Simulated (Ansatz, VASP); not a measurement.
# Cross-check of NbH between VASP and Ansatz, part 2 of 2

Wanted: the spread between two codes on one cell, functional and k mesh. The cell is taken from a series of runs on this material, whose earlier steps may have relaxed, scaled, displaced or heated it; both programs get it as it stands.

VASP 6.6.1 and Ansatz 0.2.0.

So far: Starting point; VASP: zone-centre phonons, PBEsol.

## Step 3: Ansatz: zone-centre phonons, PBEsol

Level of this step: Ansatz beside VASP: Kohn-Sham DFT, plane waves, PBEsol (Ansatz).

Ansatz runs on norm-conserving files, of PseudoDojo where its log says so.

The same cell, functional, mesh and smearing now go to Ansatz, which takes its cutoff from its data sets.

input.yaml reads:

```yaml
crystal:
  lattice:
    - [-1.5831013608, 1.5831013608, 1.9651695099]
    - [1.5831013608, -1.5831013608, 1.9651695099]
    - [1.5831013608, 1.5831013608, -1.9651695099]
  atoms:
    - { symbol: Nb, position: [0.0, 0.0, 0.0] }
    - { symbol: H, position: [0.5, 0.5, 0.0] }
kpoints:
  mp_grid: { grid: [16, 16, 16] }
hamiltonian:
  xc: pbesol
  pseudopotentials: { kind: nc }
scf:
  occupations: { method: methfessel_paxton, width: 0.15 }
output:
  eigenvalues: true
phonons:
  method: dfpt
  qmesh: [2, 2, 2]
  temperatures: { t_max: 1000, t_step: 50 }
  qpath:
    path:
      - [[0.0, 0.0, 0.0], [0.0, 0.0, 0.5], [0.25, 0.25, 0.25], [0.0, 0.5, 0.0], [0.0, 0.0, 0.0], [0.5, 0.5, -0.5], [0.41223981, 0.58776019, -0.41223981]]
      - [[-0.41223981, 0.41223981, 0.41223981], [0.0, 0.0, 0.0]]
      - [[0.0, 0.0, 0.5], [-0.32447961, 0.32447961, 0.5]]
      - [[0.5, 0.5, -0.32447961], [0.5, 0.5, -0.5]]
    npoints: 10
```

Run with:

```sh
$ ansatz run input.yaml --threads 4 --pin off --max-ram 7168MiB --backend cpu --events-out ev --progress --plain --runs-dir out
```

Numbers of over 12 decimals in the logs are rounded to 6 here.

The log of the run:

```text
Engine: ansatz 0.2.0, aarch64-unknown-linux-gnu
Pseudopotentials: kind: nc
Pseudopotential: Nb, nc, valence charge 13, recommended cutoff 1115.666836 eV (normal), Nb.nc.azcp (PseudoDojo's, or run here from an input of PseudoDojo's: the run reads no file of this project's for it)
Pseudopotential: H, nc, valence charge 1, recommended cutoff 979.609905 eV (normal), H.nc.azcp (PseudoDojo's, or run here from an input of PseudoDojo's: the run reads no file of this project's for it)
Functional definition: PBEsol
  exchange = pbesol_x
  correlation = pbesol_c
Crystal: 2 atoms, lattice volume = 19.701 Å³
Basis set: ecut = 1115.666836 eV, 1659 PW (Γ), exchange–correlation on 72×72×72 points (8 copies of the dense FFT grid, shifted against one another)
Bands: 11, of which v1, the nominal top of the filled ones, is band 7 counted from 1 (6 counted from 0)
Symmetry: 16 space group operations
k-points: 349 of 4096
Non-local potential: Nb, projectors of the file, l = 0: 2, l = 1: 2, l = 2: 2
Non-local potential: H, projectors of the file, l = 0: 2, l = 1: 1
Initial density: superposition of atomic densities (chi_scale 0.1, normalization cell, long waves kept (reshape's long-wave potential 0.00 eV rms))
Initial wavefunctions: pseudopotential atomic-orbital guess
Functional: x = pbesol(κ = 0.804, μ = 0.123457), c = pbesol(β = 0.046)
SCF iter   1: F=—  HF=-1710.868605 eV  |F-HF|=—  |Δ(HF+E_count)|=         —  Δρ=1.01e-1  dr2=2.23e0  ethr=3.10e-3  ⟨swp⟩=5.9  Hψ=27027  notcnv=0
preconditioner: auto → none  [metal: Δε(μ)=0.017 eV  Ē_g=8.238 eV  σ=0.150 eV  W_gap=0.10  n_scr=8 (ndim 8)  ℏωp=20.5 eV  f_vac=0.000  D(μ)=1.02/eV (n_scr^D=12)  sad-step TF]
SCF iter   2: F=—  HF=-1710.227765 eV  |F-HF|=—  |Δ(HF+E_count)|=   6.41e-1  S|Δr|=    0.00e0  Δρ=5.35e-2  dr2=6.16e-1  ethr=3.10e-3  ⟨swp⟩=3.6  Hψ=10129  notcnv=0  defer=14
SCF iter   3: F=—  HF=-1709.998642 eV  |F-HF|=—  |Δ(HF+E_count)|=   2.29e-1  S|Δr|=    0.00e0  Δρ=4.72e-3  dr2=1.60e-3  ethr=3.10e-3  ⟨swp⟩=4.0  Hψ=8286  notcnv=0  defer=16
SCF iter   4: F=—  HF=-1709.999157 eV  |F-HF|=—  |Δ(HF+E_count)|=   5.15e-4  S|Δr|=    0.00e0  Δρ=7.33e-4  dr2=7.24e-5  ethr=1.15e-5  ⟨swp⟩=2.1  Hψ=8449  notcnv=0  defer=13
SCF iter   5: F=—  HF=-1709.999129 eV  |F-HF|=—  |Δ(HF+E_count)|=   2.79e-5  S|Δr|=    0.00e0  Δρ=1.80e-4  dr2=1.50e-6  ethr=5.17e-7  ⟨swp⟩=2.6  Hψ=6035  notcnv=0  defer=13
SCF iter   6: F=—  HF=-1709.999129 eV  |F-HF|=—  |Δ(HF+E_count)|=   6.96e-7  S|Δr|=    0.00e0  Δρ=2.25e-5  dr2=5.70e-8  ethr=1.07e-8  ⟨swp⟩=2.5  Hψ=6326  notcnv=0  defer=13
SCF iter   7: F=—  HF=-1709.999129 eV  |F-HF|=—  |Δ(HF+E_count)|=   1.85e-8  S|Δr|=    0.00e0  Δρ=1.66e-6  dr2=2.10e-10  ethr=4.07e-10  ⟨swp⟩=2.2  Hψ=6015  notcnv=0  defer=13
SCF iter   8: F=-1709.999129 eV  HF=-1709.999129 eV  |F-HF|=2.96e-12  |Δ(HF+E_count)|=  8.64e-12  S|Δr|=    0.00e0  Δρ=1.66e-7  dr2=3.97e-12  ethr=1.00e-12  ⟨swp⟩=10.4  Hψ=27680  notcnv=0
SCF 1 converged in 8 iterations: F = -1709.999129 eV  dr2 = 3.97e-12
Initial density: read from a saved state, or passed on in memory by an earlier SCF of this step, an earlier step, the calling program or the single point that the run made first
iter 1 solved again at ethr=5.29e-9 eV; its pass at ethr=3.10e-3 eV (dr2=7.41e-7 eV) is discarded
SCF iter   1: F=—  HF=-1709.999130 eV  |F-HF|=—  |Δ(HF+E_count)|=         —  Δρ=1.89e-7  dr2=5.65e-12  ethr=5.29e-9  ⟨swp⟩=5.9  Hψ=45115  notcnv=0
eigensolver tolerance schedule: the retry pair's looser diagonalisation over-reported the residual by 131147.79 of it (diagonalisation noise at 0.29 of the residual, at the tolerance the schedule requests for it); recorded, not acted on — ethr = c·dr2/N_el stays at c = 1.0e-1
preconditioner: auto → none  [metal: Δε(μ)=0.007 eV  Ē_g=7.624 eV  σ=0.150 eV  W_gap=0.04  n_scr=8 (ndim 8)  ℏωp=20.5 eV  f_vac=0.000  D(μ)=1.15/eV (n_scr^D=14)]
SCF iter   2: F=-1709.999129 eV  HF=-1709.999129 eV  |F-HF|=0.00e0  |Δ(HF+E_count)|=   8.70e-8  S|Δr|=    0.00e0  Δρ=8.05e-8  dr2=3.85e-13  ethr=1.00e-12  ⟨swp⟩=7.9  Hψ=19704  notcnv=0
SCF 2 converged in 2 iterations: F = -1709.999129 eV  dr2 = 3.85e-13
phonons: the bands overlap, so this run is a metal and interpolates without the dipole-dipole term. If the crystal is really an insulator or semiconductor, its LO-TO splitting is missing
NSCF: frozen V_eff on 349 k-points
NSCF: frozen V_eff on 621 k-points
DFPT response loops at q = (0, 0, 0) (fractional): preconditioner auto → Kerker (q_TF=auto, 2.577 Å⁻¹) (partly filled bands, converged f_vac=0.000); β = 1.00, the filter's whole step (`scf.mixing.beta` (0.50) is not read by the response loops under this deck's `scf.mixing.preconditioner`; to damp them name `kerker` or `kerker_dos`, under which they read `scf.mixing.beta`, and type it under 1.00, their step now; both keys bind the ground state too); Broyden in place of MSR1
NSCF: frozen V_eff on 2196 k-points
DFPT response loops at q = (0, 0, -0.5) (fractional): mixed as the last ones told, above
NSCF: frozen V_eff on 2196 k-points
DFPT response loops at q = (0, -0.5, 0) (fractional): mixed as the last ones told, above
NSCF: frozen V_eff on 1242 k-points
DFPT response loops at q = (-0.5, -0.5, -0.5) (fractional): mixed as the last ones told, above
SCF converged after 8 iterations
Stability not checked: this state was not tested for a lower state beside it, because cold or Methfessel-Paxton smearing, or corrected tetrahedra, fill the levels in a way that the test cannot read (fill_not_monotonic; see scf.lower_state_search)
Free energy (F): -1709.999129 eV
Harris-Foulkes:  -1709.999129 eV  (|F-HF|=2.96e-12)
Internal energy: -1709.998293 eV  (E = F + TS)
E sigma→0 (E₀):  -1709.998920 eV
Entropy (-TS):   -0.000837 eV (-0.418 meV/atom)
Fermi energy:    17.762814 eV
--- Per-component energies (eV) ---
  E_band       = -68.662122
  E_kinetic    = 509.856074
  E_local      = -915.016059  (includes V_loc(G=0)·N_el)
  E_nonlocal   = 209.362756
  E_hartree    = 204.586404
  E_xc         = -363.796216
  E_vxc        = -282.037652  (∫ρ·V_xc dr)
  E_ewald      = -1354.991251
  E_smearing   = -0.000837  (= −TS)
  E_closure    = 0.000000  (closes the sum)
  Σ components = -1709.999129   (vs F -1709.999129, Δ=0.00e0)
--- Band table (eV; the first three rows and the last of 349) ---
  k-point 0: bands = [... 3 lower, -12.7402, 7.9898, 17.0291, 17.0291, 18.3946, 18.7659, 19.7125, 27.9852]
  k-point 1: bands = [... 3 lower, -12.7477, 8.1315, 16.8837, 17.1656, 18.4594, 18.6060, 19.5992, 27.5403]
  k-point 2: bands = [... 3 lower, -12.7690, 8.5194, 16.4991, 17.5697, 18.0024, 18.6566, 19.5851, 27.1317]
  k-point 348: bands = [... 3 lower, -13.2770, 9.3612, 13.9241, 21.5885, 21.6410, 22.3247, 22.3247, 25.6910]
--- Phonons (Γ-DFPT): 4 representative perturbations + reference (Σ response iterations 11) ---
  ASR residual: 4.267e-4 → 0.000e0 eV/Å²; symmetrization residual: 7.331e-7 eV/Å²
  ASR residual per site (eV/Å²): 4.27e-4 2.35e-5
  Γ frequencies (cm⁻¹): 0.00 0.00 0.00 259.14 259.14 1606.76
--- Phonons (arbitrary-q DFPT): 4 irreducible q on the 2×2×2 mesh ---
  q = [0.0000, 0.0000, 0.0000] (star 1, of the zone-centre solve; hermiticity 1.55e-7, symmetrization 2.05e-16): -0.00 -0.00 0.00 259.14 259.14 1606.76
  q = [0.0000, 0.0000, -0.5000] (star 2, 4 solved perturbations in 3438 linear systems a pass and spin channel, the states on 1098 of 4096 k-point pairs; hermiticity 4.85e-8, symmetrization 5.59e-14, the responses' own estimated error 1.3e-5 eV/Å²): 116.54 154.09 240.86 326.79 384.11 1630.66
  q = [0.0000, -0.5000, 0.0000] (star 4, 6 solved perturbations on 1098 of 4096 k-point pairs; hermiticity 2.99e-8, symmetrization 3.85e-14, the responses' own estimated error 1.3e-5 eV/Å²): -126.66 127.29 144.70 201.79 265.56 1678.72
  q = [-0.5000, -0.5000, -0.5000] (star 1, 4 solved perturbations in 1940 linear systems a pass and spin channel, the states on 621 of 4096 k-point pairs; hermiticity 4.65e-8, symmetrization 1.35e-13, the responses' own estimated error 1.3e-5 eV/Å²): 167.85 175.57 175.57 373.98 373.98 1628.52
  sum rule: each row above includes the acoustic sum rule's correction from the zone centre's row sums; it moved no ω² by more than (2.52 cm⁻¹)²
  mesh force constants: q→R imaginary residual 1.72e-47; ASR residual 4.267e-4 → 0.000e0 eV/Å²; symmetrization residual 3.553e-15 eV/Å²
  interpolated dispersion: 94 rows × 6 modes
  density of states and harmonic sums: on the 26×26×28 q-mesh, interpolated from the force constants of a 2×2×2 supercell (no non-analytic term)
  largest difference from the sums on the solved wave vectors: F 1.32e-1 eV, S 1.98e-4 and C_V 6.74e-5 eV/K
  zero-point energy: 0.162017 eV/cell   skipped modes (ω ≤ 0): 423, of them read as no rigid motion or as one in doubt: 420 (9.827e-2 modes/cell left out, lowest -126.66 cm⁻¹)   left out of the sums: 1.64e-2 of the cell's modes: C_V's classical limit lies that fraction below 3 k_B per atom; for a crystal, a wire or a layer, F and S can be off by more, and a phonons.interpolated_qmesh denser along its periods is the remedy for the sampling
```

Reading the cycles: dr2 is the Hartree energy of the density residual (eV), the measure of convergence; HF is the Harris–Foulkes estimate of the energy, which meets the free energy F at convergence.

## Step 4: Side by side

Known differences besides the potentials themselves: VASP's run holds the zone centre alone; the cutoff is 1115.67 eV in Ansatz and 500 eV in VASP. Total energies have different zeros and are not compared.

Both answers:

| quantity | Ansatz | VASP | difference |
| --- | --- | --- | --- |
| optical mode 1 to 2 (cm⁻¹) | 259.1 | 254.3 | +1.92 % |
| optical mode 3 (cm⁻¹) | 1606.8 | 1613.0 | -0.39 % |

Modes are paired by rising frequency, not by their patterns, so a pair may set unlike modes beside each other; they are those without the splitting of longitudinal modes.

## Step 5: Results

```
r.m.s. difference of the optical zone-centre modes, each program's sorted by frequency (zone-centre phonons, PBEsol) : 5.4 cm⁻¹
difference in optical mode 1 to 2 (zone-centre phonons, PBEsol)                                                      : +1.9 %
```

The r.m.s. difference of the optical zone-centre modes, each program's sorted by frequency is 5.4 cm⁻¹ (zone-centre phonons, PBEsol). Among the rows given in per cent, the largest difference of the zone-centre phonons, PBEsol pair is in optical mode 1 to 2, +1.9 %. How closely two codes agree says nothing of how well the functional describes the real material.

[Lines on the potential files, build, host, timing and source positions are cut from VASP's logs without a mark.]

[Logs are printed without paths, hosts, clocks, repeated set-up lines and the standing remarks that a program may print on its own settings, such as how far it seeks lower states.]

[Hosts, paths, dates, database ids (printed as entryN), source tags and the programs' standing remarks are cut or masked in the printed files.]
